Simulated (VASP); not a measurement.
Level of theory: optB86b-vdW, VASP's PBE PAW potentials (set 64) (plane waves; VASP).

Input for VASP

### INCAR
```
AGGAC  =  0.0
ALGO  =  Normal
EDIFF  =  1E-7
EDIFFG  =  -0.01
ENCUT  =  520
GGA  =  MK
IBRION  =  2
ISIF  =  4
ISMEAR  =  0
LASPH  =  .TRUE.
LCHARG  =  .FALSE.
LMAXMIX  =  4
LREAL  =  .FALSE.
LUSE_VDW  =  .TRUE.
LWAVE  =  .FALSE.
NELM  =  100
NSW  =  30
PARAM1  =  0.1234
PARAM2  =  1.0
PREC  =  Accurate
SIGMA  =  0.05
SYSTEM  =  MoS2
```

File POSCAR:
```
MoS2
1
    1.5989263643    -2.7694214201     0.0000000000
    1.5989263643     2.7694214201     0.0000000000
    0.0000000000     0.0000000000    12.4348479644
Mo S
2 4
Direct
  0.3333330000   0.6666670000   0.2500000000
  0.6666670000   0.3333330000   0.7500000000
  0.3333330000   0.6666670000   0.8774312806
  0.6666670000   0.3333330000   0.3774312806
  0.6666670000   0.3333330000   0.1225687194
  0.3333330000   0.6666670000   0.6225687194
```

KPOINTS:
```
K-points
0
gamma
8 8 2
```

POTCAR, in this order: Mo_sv S (PBE.64 set). Program: vasp_std.

Question: What does the run give for the energy per atom (σ→0)?

Answer: 
| Quantity | Result |
|---|---|
| energy per atom (σ→0) | -5.424 eV/atom |

File OSZICAR:
```
...
DAV:   3    -0.325439706106E+02    0.72234E-02   -0.21435E-02  1518   0.866E-01    0.347E-01
DAV:   4    -0.325413644930E+02    0.26061E-02   -0.90163E-03  1434   0.484E-01    0.253E-01
DAV:   5    -0.325412836868E+02    0.80806E-04   -0.74106E-04  1455   0.132E-01    0.470E-02
DAV:   6    -0.325412710489E+02    0.12638E-04   -0.22530E-04  1575   0.765E-02    0.327E-02
DAV:   7    -0.325412716925E+02   -0.64366E-06   -0.22227E-05  1522   0.264E-02    0.108E-02
DAV:   8    -0.325412723298E+02   -0.63730E-06   -0.25306E-06  1471   0.979E-03    0.403E-03
DAV:   9    -0.325412724076E+02   -0.77762E-07   -0.13600E-07   971   0.207E-03
   5 F= -.32541272E+02 E0= -.32541272E+02  d E =-.136828E-01
```

The compound is MoS2 in the 2H layered structure. This cell is one point of a volume scan, at 1.03 of the reference volume. Symmetry was kept, so distortions that lower it aren't found.
